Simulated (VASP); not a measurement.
These are PBE GGA, VASP's PBE PAW potentials (set 64) (plane waves; VASP 6.6.1) values and carry that method's errors.

VASP input:

**INCAR**
```
ENCUT = 400
LWAVE = .False.
SIGMA = 0.05   # width (eV)
NSW = 60   # most ionic steps
IBRION = 2   # conjugate gradients
LASPH = .True.   # aspherical one-centre terms
NELM = 100
ISYM = 0
ALGO = Fast   # Davidson, then RMM-DIIS
NELECT = 264.0
EDIFFG = -0.03
SYSTEM = Mg32O33
ISMEAR = 0   # Gaussian
EDIFF = 1E-5   # SCF stop (eV)
LCHARG = .False.
NELMIN = 4
ISIF = 2
LREAL = Auto   # projection in real space or not
PREC = Normal
GGA = PE
```

KPOINTS:
```
Automatic mesh
0
Gamma
1 1 1
0 0 0
```

**POSCAR**
```
Mg32O33
1.0
  8.4869590160   0.0000000000   0.0000000000
  0.0000000000   8.4869590160   0.0000000000
  0.0000000000   0.0000000000   8.4869590160
Mg O
32 33
Direct
  0.5000000000   0.0000000000   0.0000000000
  0.7500000000   0.2500000000   0.0000000000
  0.7500000000   0.0000000000   0.2500000000
  0.0000000000   0.0000000000   0.0000000000
  0.2500000000   0.2500000000   0.0000000000
  0.5000000000   0.5000000000   0.0000000000
  0.7500000000   0.7500000000   0.0000000000
  0.2500000000   0.0000000000   0.2500000000
  0.5024040000   0.2558400000   0.2516240000
  0.7500000000   0.5000000000   0.2500000000
  0.5000000000   0.0000000000   0.5000000000
  0.7500000000   0.2500000000   0.5000000000
  0.7500000000   0.0000000000   0.7500000000
  0.0000000000   0.5000000000   0.0000000000
  0.2500000000   0.7500000000   0.0000000000
  0.0000000000   0.2500000000   0.2500000000
  0.2495180000   0.5005200000   0.2509090000
  0.5000000000   0.7500000000   0.2500000000
  0.0000000000   0.0000000000   0.5000000000
  0.2443300000   0.2453850000   0.4969760000
  0.4975160000   0.5004730000   0.4954180000
  0.7500000000   0.7500000000   0.5000000000
  0.2500000000   0.0000000000   0.7500000000
  0.5000000000   0.2500000000   0.7500000000
  0.7500000000   0.5000000000   0.7500000000
  0.0000000000   0.7500000000   0.2500000000
  0.0000000000   0.5000000000   0.5000000000
  0.2500000000   0.7500000000   0.5000000000
  0.0000000000   0.2500000000   0.7500000000
  0.2500000000   0.5000000000   0.7500000000
  0.5000000000   0.7500000000   0.7500000000
  0.0000000000   0.7500000000   0.7500000000
  0.7500000000   0.2500000000   0.2500000000
  0.0000000000   0.5000000000   0.2500000000
  0.0000000000   0.2500000000   0.5000000000
  0.2467890000   0.2503550000   0.2522790000
  0.5032440000   0.5005790000   0.2459410000
  0.7500000000   0.7500000000   0.2500000000
  0.0000000000   0.0000000000   0.2500000000
  0.5040430000   0.2512530000   0.4994700000
  0.7500000000   0.5000000000   0.5000000000
  0.0000000000   0.7500000000   0.5000000000
  0.7500000000   0.2500000000   0.7500000000
  0.0000000000   0.5000000000   0.7500000000
  0.0000000000   0.2500000000   0.0000000000
  0.2500000000   0.7500000000   0.2500000000
  0.5000000000   0.0000000000   0.2500000000
  0.2507990000   0.5001270000   0.5000800000
  0.5000000000   0.7500000000   0.5000000000
  0.7500000000   0.0000000000   0.5000000000
  0.2500000000   0.2500000000   0.7500000000
  0.5000000000   0.5000000000   0.7500000000
  0.7500000000   0.7500000000   0.7500000000
  0.0000000000   0.0000000000   0.7500000000
  0.5000000000   0.2500000000   0.0000000000
  0.7500000000   0.5000000000   0.0000000000
  0.0000000000   0.7500000000   0.0000000000
  0.2500000000   0.0000000000   0.5000000000
  0.2500000000   0.7500000000   0.7500000000
  0.5000000000   0.0000000000   0.7500000000
  0.2500000000   0.5000000000   0.0000000000
  0.5000000000   0.7500000000   0.0000000000
  0.7500000000   0.0000000000   0.0000000000
  0.2500000000   0.0000000000   0.0000000000
  0.3724140000   0.3728580000   0.3781630000
```

POTCAR, in this order: Mg O (PBE.64 set). Program: vasp_gam.

The resulting files:

**OSZICAR**
```
...
RMM:  10    -0.370877729999E+03   -0.11959E-04   -0.14966E-04   304   0.242E-02    0.200E-02
RMM:  11    -0.370877719817E+03    0.10182E-04   -0.29090E-05   233   0.121E-02    0.530E-03
RMM:  12    -0.370877719661E+03    0.15604E-06   -0.89914E-06   196   0.633E-03
   4 F= -.37087772E+03 E0= -.37087772E+03  d E =-.493193E+00
       N       E                     dE             d eps       ncg     rms          rms(c)
DAV:   1    -0.370878091248E+03   -0.37143E-03   -0.24470E-01   396   0.129E+00    0.668E-02
RMM:   2    -0.370878460628E+03   -0.36938E-03   -0.45440E-03   330   0.170E-01    0.362E-02
RMM:   3    -0.370878434870E+03    0.25759E-04   -0.24735E-04   325   0.421E-02    0.242E-02
RMM:   4    -0.370878411435E+03    0.23435E-04   -0.11955E-04   300   0.229E-02    0.589E-03
RMM:   5    -0.370878411488E+03   -0.53038E-07   -0.10842E-05   203   0.691E-03
   5 F= -.37087841E+03 E0= -.37087841E+03  d E =-.493885E+00
       N       E                     dE             d eps       ncg     rms          rms(c)
DAV:   1    -0.370942330734E+03   -0.63919E-01   -0.55805E+01   372   0.203E+01    0.110E+00
RMM:   2    -0.371034020284E+03   -0.91690E-01   -0.11391E+00   330   0.279E+00    0.581E-01
RMM:   3    -0.371028958119E+03    0.50622E-02   -0.62623E-02   330   0.699E-01    0.399E-01
RMM:   4    -0.371024062323E+03    0.48958E-02   -0.30323E-02   330   0.386E-01    0.111E-01
RMM:   5    -0.371023999540E+03    0.62783E-04   -0.23862E-03   332   0.110E-01    0.613E-02
RMM:   6    -0.371024034135E+03   -0.34596E-04   -0.13734E-03   331   0.740E-02    0.432E-02
RMM:   7    -0.371023994979E+03    0.39156E-04   -0.16163E-04   324   0.281E-02    0.201E-02
RMM:   8    -0.371024007667E+03   -0.12688E-04   -0.20953E-04   326   0.307E-02    0.227E-02
RMM:   9    -0.371023995058E+03    0.12609E-04   -0.37090E-05   254   0.137E-02    0.608E-03
RMM:  10    -0.371023996735E+03   -0.16763E-05   -0.27645E-05   231   0.108E-02
   6 F= -.37102400E+03 E0= -.37102400E+03  d E =-.145585E+00
       N       E                     dE             d eps       ncg     rms          rms(c)
DAV:   1    -0.371027286138E+03   -0.32911E-02   -0.13365E+00   372   0.315E+00    0.167E-01
RMM:   2    -0.371029395001E+03   -0.21089E-02   -0.26247E-02   330   0.425E-01    0.885E-02
RMM:   3    -0.371029257459E+03    0.13754E-03   -0.14198E-03   330   0.105E-01    0.591E-02
RMM:   4    -0.371029144477E+03    0.11298E-03   -0.65146E-04   330   0.562E-02    0.147E-02
RMM:   5    -0.371029144910E+03   -0.43317E-06   -0.56611E-05   255   0.166E-02
   7 F= -.37102914E+03 E0= -.37102914E+03  d E =-.150733E+00
       N       E                     dE             d eps       ncg     rms          rms(c)
DAV:   1    -0.371047362490E+03   -0.18218E-01   -0.36934E+00   348   0.493E+00    0.298E-01
RMM:   2    -0.371053387333E+03   -0.60248E-02   -0.76332E-02   330   0.679E-01    0.151E-01
RMM:   3    -0.371053068290E+03    0.31904E-03   -0.42168E-03   330   0.170E-01    0.102E-01
RMM:   4    -0.371052711382E+03    0.35691E-03   -0.17225E-03   330   0.937E-02    0.245E-02
RMM:   5    -0.371052708465E+03    0.29164E-05   -0.15015E-04   303   0.276E-02    0.116E-02
RMM:   6    -0.371052710219E+03   -0.17540E-05   -0.46645E-05   261   0.133E-02
   8 F= -.37105271E+03 E0= -.37105271E+03  d E =-.235653E-01
       N       E                     dE             d eps       ncg     rms          rms(c)
DAV:   1    -0.371053697090E+03   -0.98862E-03   -0.41953E-01   356   0.166E+00    0.101E-01
RMM:   2    -0.371054370505E+03   -0.67342E-03   -0.85804E-03   330   0.228E-01    0.505E-02
RMM:   3    -0.371054335071E+03    0.35434E-04   -0.48083E-04   330   0.573E-02    0.341E-02
RMM:   4    -0.371054296116E+03    0.38955E-04   -0.19422E-04   316   0.313E-02    0.824E-03
RMM:   5    -0.371054296139E+03   -0.23414E-07   -0.17437E-05   209   0.927E-03
   9 F= -.37105430E+03 E0= -.37105430E+03  d E =-.251512E-01
       N       E                     dE             d eps       ncg     rms          rms(c)
DAV:   1    -0.371057689252E+03   -0.33931E-02   -0.19536E+00   356   0.369E+00    0.200E-01
RMM:   2    -0.371060475710E+03   -0.27865E-02   -0.37346E-02   330   0.496E-01    0.104E-01
RMM:   3    -0.371060203027E+03    0.27268E-03   -0.21116E-03   330   0.124E-01    0.690E-02
RMM:   4    -0.371060000784E+03    0.20224E-03   -0.10485E-03   330   0.686E-02    0.161E-02
RMM:   5    -0.371060002492E+03   -0.17085E-05   -0.91819E-05   298   0.213E-02
  10 F= -.37106000E+03 E0= -.37106000E+03  d E =-.570635E-02
       N       E                     dE             d eps       ncg     rms          rms(c)
DAV:   1    -0.371060010473E+03   -0.96894E-05   -0.12030E-03   340   0.899E-02    0.763E-03
RMM:   2    -0.371060011570E+03   -0.10972E-05   -0.25781E-05   207   0.129E-02    0.335E-03
RMM:   3    -0.371060011341E+03    0.22951E-06   -0.19491E-06   195   0.346E-03    0.180E-03
RMM:   4    -0.371060011239E+03    0.10189E-06   -0.21587E-07    73   0.157E-03
  11 F= -.37106001E+03 E0= -.37106001E+03  d E =-.571510E-02
       N       E                     dE             d eps       ncg     rms          rms(c)
DAV:   1    -0.371060883983E+03   -0.87264E-03   -0.82187E-01   372   0.251E+00    0.128E-01
RMM:   2    -0.371062124902E+03   -0.12409E-02   -0.15720E-02   330   0.332E-01    0.628E-02
RMM:   3    -0.371062028598E+03    0.96303E-04   -0.85820E-04   330   0.822E-02    0.434E-02
RMM:   4    -0.371061948111E+03    0.80487E-04   -0.40258E-04   330   0.432E-02    0.938E-03
RMM:   5    -0.371061949752E+03   -0.16403E-05   -0.35269E-05   222   0.133E-02
  12 F= -.37106195E+03 E0= -.37106195E+03  d E =-.193851E-02
       N       E                     dE             d eps       ncg     rms          rms(c)
DAV:   1    -0.371061951440E+03   -0.33288E-05   -0.15152E-04   340   0.330E-02    0.358E-03
RMM:   2    -0.371061951488E+03   -0.48200E-07   -0.35642E-06   194   0.493E-03    0.159E-03
RMM:   3    -0.371061951419E+03    0.69467E-07   -0.66519E-08    67   0.156E-03    0.789E-04
RMM:   4    -0.371061951439E+03   -0.20136E-07   -0.44114E-07   111   0.192E-03
  13 F= -.37106195E+03 E0= -.37106195E+03  d E =-.194020E-02
       N       E                     dE             d eps       ncg     rms          rms(c)
DAV:   1    -0.371062399506E+03   -0.44809E-03   -0.14173E-01   340   0.989E-01    0.585E-02
RMM:   2    -0.371062625446E+03   -0.22594E-03   -0.28865E-03   330   0.137E-01    0.298E-02
RMM:   3    -0.371062612505E+03    0.12941E-04   -0.17765E-04   330   0.345E-02    0.194E-02
RMM:   4    -0.371062599392E+03    0.13113E-04   -0.77916E-05   299   0.193E-02    0.567E-03
RMM:   5    -0.371062599416E+03   -0.23545E-07   -0.11670E-05   203   0.611E-03
  14 F= -.37106260E+03 E0= -.37106260E+03  d E =-.647977E-03
       N       E                     dE             d eps       ncg     rms          rms(c)
DAV:   1    -0.371062614075E+03   -0.14683E-04   -0.10178E-02   380   0.266E-01    0.157E-02
RMM:   2    -0.371062631329E+03   -0.17254E-04   -0.21130E-04   330   0.372E-02    0.830E-03
RMM:   3    -0.371062630554E+03    0.77493E-06   -0.13374E-05   202   0.938E-03    0.541E-03
RMM:   4    -0.371062629715E+03    0.83910E-06   -0.50522E-06   198   0.496E-03
  15 F= -.37106263E+03 E0= -.37106263E+03  d E =-.678276E-03
       N       E                     dE             d eps       ncg     rms          rms(c)
DAV:   1    -0.371062904565E+03   -0.27401E-03   -0.16882E-01   340   0.102E+00    0.584E-02
RMM:   2    -0.371063153987E+03   -0.24942E-03   -0.30135E-03   330   0.133E-01    0.269E-02
RMM:   3    -0.371063145366E+03    0.86217E-05   -0.19258E-04   327   0.335E-02    0.165E-02
RMM:   4    -0.371063136389E+03    0.89768E-05   -0.67549E-05   254   0.162E-02
  16 F= -.37106314E+03 E0= -.37106314E+03  d E =-.506674E-03
```

OUTCAR:
```
------------------------ aborting loop because EDIFF is reached ----------------------------------------
  FORCE on cell =-STRESS in cart. coord.  units (eV):
  Direction    XX          YY          ZZ          XY          YZ          ZX
  --------------------------------------------------------------------------------------
  Total       22.3553738     21.9777460     21.7749500     -0.1018537      0.1113008      0.0847748
  in kB       58.5917142     57.6019807     57.0704679     -0.2669508      0.2917108      0.2221881
  external PRESSURE =      57.7547209 kB  Pullay stress =       0.0000000 kB
  volume of cell :      611.30
      direct lattice vectors                 reciprocal lattice vectors
     8.486959016  0.000000000  0.000000000     0.117827834  0.000000000  0.000000000
     0.000000000  8.486959016  0.000000000     0.000000000  0.117827834  0.000000000
     0.000000000  0.000000000  8.486959016     0.000000000  0.000000000  0.117827834
  FREE ENERGIE OF THE ION-ELECTRON SYSTEM (eV)
  ---------------------------------------------------
  free  energy   TOTEN  =      -371.0631363888 eV

  energy  without entropy=     -371.0631363888  energy(sigma->0) =     -371.06313639

 reached required accuracy - stopping structural energy minimisation
```
(Selected blocks of OUTCAR.)

File CONTCAR:
```
Mg32O33
   1.00000000000000
     8.4869590160000001    0.0000000000000000    0.0000000000000000
     0.0000000000000000    8.4869590160000001    0.0000000000000000
     0.0000000000000000    0.0000000000000000    8.4869590160000001
  Mg              O
    32    33
Direct
     0.4991276464954460    0.9992836090822345    0.9991355460268759
     0.7506219213424548    0.2509037747352900    0.9990316871120081
     0.7506266859478340    0.9990739288944821    0.2506749984248469
     0.0003580522649532    0.0003937491877090    0.0002818856848612
     0.2467686625811710    0.2467594882707280    0.9958925654788994
     0.5035104076865080    0.5035092501084310    0.9963900389183000
     0.7498241491867736    0.7499201549079498    0.0000084217283570
     0.2467155898220775    0.9963677369955750    0.2460919273661383
     0.5010232751042488    0.2500872642353471    0.2501341467524471
     0.7538127519537187    0.5037627120010985    0.2464319177719129
     0.5039766223193525    0.9963882195392527    0.5033497658605511
     0.7546187956005778    0.2467702829401123    0.5034890071110935
     0.7497004598906631    0.0004101327500520    0.7495980833864195
     0.9990646611727257    0.4991684914023582    0.9989216048504540
     0.2508525440069858    0.7507468814898909    0.9991679706065624
     0.9959470405888208    0.2465648665621938    0.2460091230536787
     0.2489850166958325    0.5004664305911933    0.2497646233138192
     0.5035136866287439    0.7534254335532407    0.2464355960080385
     0.9987205406583730    0.9987373626836763    0.4988981613868849
     0.2476675372625924    0.2480256986864528    0.5011102106736260
     0.5003942102013874    0.5003813269168110    0.5004397747717715
     0.7506331486257714    0.7507626416103085    0.4991370274520412
     0.2508888775041463    0.9991047643153309    0.7509594608865990
     0.5037196013234931    0.2466509119791293    0.7533034458914196
     0.7507265524669329    0.4992900041157700    0.7507646336911210
     0.9990674615864553    0.7508405875411946    0.2506962334285492
     0.9961094245259479    0.5041352456929243    0.5035849034129360
     0.2467253117334474    0.7545783816180841    0.5033576479294913
     0.9990221105624560    0.2508843080375548    0.7510049008529920
     0.2466036112603173    0.5037797822640134    0.7535233581790746
     0.4991636543019691    0.7508589504142529    0.7507734754720302
     0.0004325462282829    0.7497700656917294    0.7495961717782578
     0.7513703772039708    0.2491616935955232    0.2488254425340501
     0.9986697738039954    0.5011158891414692    0.2489019063479520
     0.9987257264155420    0.2489635175931939    0.5009675732813585
     0.2173812625924366    0.2179177099456621    0.2172440377250812
     0.5314667728721291    0.5309301285925452    0.2188955416695767
     0.7560136397444583    0.7561011990532790    0.2492022791469791
     0.9933199872522537    0.9934286808046551    0.2493556941071900
     0.5334724046820920    0.2181504531702610    0.5316048708496851
     0.7512430111563967    0.5011460755940170    0.5009112067752945
     0.9932176477528606    0.7565773279346756    0.5003880738135348
     0.7564873232291688    0.2496268760628128    0.7563907324613917
     0.9934439935239302    0.5006260081384651    0.7562806311595551
     0.9933037178829064    0.2496283573110853    0.9932917085174727
     0.2490863434389485    0.7512775303026906    0.2488260046978278
     0.5010253694086353    0.9989076768019937    0.2489299930212117
     0.2176978206409062    0.5334694706343686    0.5320416215782890
     0.5010189951260281    0.7512575947292413    0.5008291799423160
     0.7564634284379378    0.9933483421353477    0.5003888819933731
     0.2489294696384923    0.2489729755714378    0.7508837014056197
     0.5009360739116733    0.5010223648773213    0.7510099747778486
     0.7501122586674709    0.7502487750342560    0.7501752965750624
     0.9998375269344769    0.9998596962487248    0.7501190712942694
     0.5010040159118599    0.2491934892390938    0.9986888245975687
     0.7560488975577285    0.5007954021632690    0.9936092535570767
     0.9998271270144271    0.7501953727315747    0.9997428386229853
     0.2489032516982284    0.9989062723893619    0.5009006197226730
     0.2496388441169627    0.7566268937166796    0.7564994899589219
     0.5005828335525303    0.9936458413482605    0.7562088742607603
     0.2490411224543895    0.5010272195154014    0.9986960030372315
     0.5006933321856112    0.7560585979224008    0.9937495776103584
     0.7500992133285218    0.9998841784664505    0.9997298754180706
     0.2496383780329482    0.9935089918958707    0.9934103602322105
     0.3734345022996226    0.3740069585242381    0.3762025440451447
```

At this cut-off the stress carries a Pulay error, which pulls relaxed volumes low. The cell is charged, with a uniform compensating background. The supercell is sampled at Γ alone, which is coarse: total energies, pressure and levels can be off, energies of defects by several tenths of an eV.

The cell is a supercell with a defect, built from MgO (rock salt): O_i, charge -2. The run is not spin-polarised, so no state with unpaired spins was tried.
